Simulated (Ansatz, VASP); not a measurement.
**Sr2CaCoO6: VASP beside Ansatz**

POSCAR

```
Sr2CaCoO6
1.0
    0.0000000000      3.9921990000      3.9921990000
    3.9921990000      0.0000000000      3.9921990000
    3.9921990000      3.9921990000      0.0000000000
Ca Sr O Co
1 2 6 1
Direct
    0.0000000000      0.0000000000      0.0000000000
    0.2500000000      0.2500000000      0.2500000000
    0.7500000000      0.7500000000      0.7500000000
    0.7500000000      0.2500000000      0.2500000000
    0.2500000000      0.7500000000      0.2500000000
    0.2500000000      0.7500000000      0.7500000000
    0.7500000000      0.2500000000      0.7500000000
    0.2500000000      0.2500000000      0.7500000000
    0.7500000000      0.7500000000      0.2500000000
    0.5000000000      0.5000000000      0.5000000000
```

The input INCAR.step1:

```
PREC = Accurate
ENCUT = 520
ISMEAR = 0
SIGMA = 0.0503
LREAL = F
LASPH = T
NELM = 60
NBANDS = 48
GGA = PE
ALGO = Normal
EDIFF = 1E-4
LWAVE = T
LCHARG = F
```

File INCAR.step2:

```
PREC = Accurate
ENCUT = 520
EDIFF = 1E-7
ISMEAR = 0
SIGMA = 0.0503
LREAL = F
LASPH = T
NELM = 60
ALGO = Normal
ISIF = 2
LWAVE = F
LCHARG = F
METAGGA = R2SCAN
LMIXTAU = T
NBANDS = 48
ISTART = 1
```

File KPOINTS:

```
regular mesh
0
Gamma
  4 4 4
```

Input for Ansatz:

```yaml
crystal:
  lattice:
    - [0.0, 3.992199, 3.992199]
    - [3.992199, 0.0, 3.992199]
    - [3.992199, 3.992199, 0.0]
  atoms:
    - { symbol: Ca, position: [0.0, 0.0, 0.0] }
    - { symbol: Sr, position: [0.25, 0.25, 0.25] }
    - { symbol: Sr, position: [0.75, 0.75, 0.75] }
    - { symbol: O, position: [0.75, 0.25, 0.25] }
    - { symbol: O, position: [0.25, 0.75, 0.25] }
    - { symbol: O, position: [0.25, 0.75, 0.75] }
    - { symbol: O, position: [0.75, 0.25, 0.75] }
    - { symbol: O, position: [0.25, 0.25, 0.75] }
    - { symbol: O, position: [0.75, 0.75, 0.25] }
    - { symbol: Co, position: [0.5, 0.5, 0.5] }
  symmetry: { tolerance: 0.0003 }
kpoints:
  mp_grid: { grid: [4, 4, 4], shift: [0, 0, 0] }
magnetization:
  spin_polarized: false
scf:
  occupations: { method: gaussian, width: 0.0503 }
hamiltonian:
  pseudopotentials: { kind: paw }
  xc: r2scan
basis:
  ecutwfc: 500
output:
  forces: true
  stress: true
  eigenvalues: true
  write_density: true
  write_potential: true
  elf: true
  volumetric_format: npy
```

The cell was built by a generator and needn't be a form met in nature.

Alike in both runs: task single point; functional r2SCAN; k mesh 4 × 4 × 4; occupations gaussian, width 0.0503 eV; no spin polarisation.

|  | VASP | Ansatz |
| --- | --- | --- |
| version | VASP 6.6.1 | Ansatz 0.2.0 |
| potentials or method | VASP PAW PBE potentials, release 64 (Ca_sv, Sr_sv, O, Co) | PAW plane waves |
| plane-wave cutoff (eV) | 520 | 500 |
| valence electrons in the cell | 75 | 83 |

```tsv
	VASP	Ansatz	Ansatz less VASP
gap on the k mesh at the Fermi level (eV)	none	none	-
pressure (GPa)	3.1	1.9	-1.17
rms of the force components (eV/Å)	2.321	2.302	-0.0191
```

A gap of «none» marks a metal or a gap that the smearing closes. The functional is the same, so the differences come from potentials, cutoffs and numerics. The two sets of potentials don't hold the same shells in valence.

Caveats: the PAW data sets were made with another functional, which shifts forces and pressure a little (VASP); an odd number of electrons without spin polarisation forces a metal; a magnetic or distorted state may lie lower; the run has no spin polarisation, though such a crystal can be magnetic; semilocal functionals often make such compounds metallic where correlation or magnetic order opens a gap, which also shifts bond lengths. Spin polarisation is off, so any magnetic state and its effect on volume and gap are missing. With open d or f shells a metallic result of r2SCAN can be an artefact of self-interaction; +U or a hybrid may open a gap.
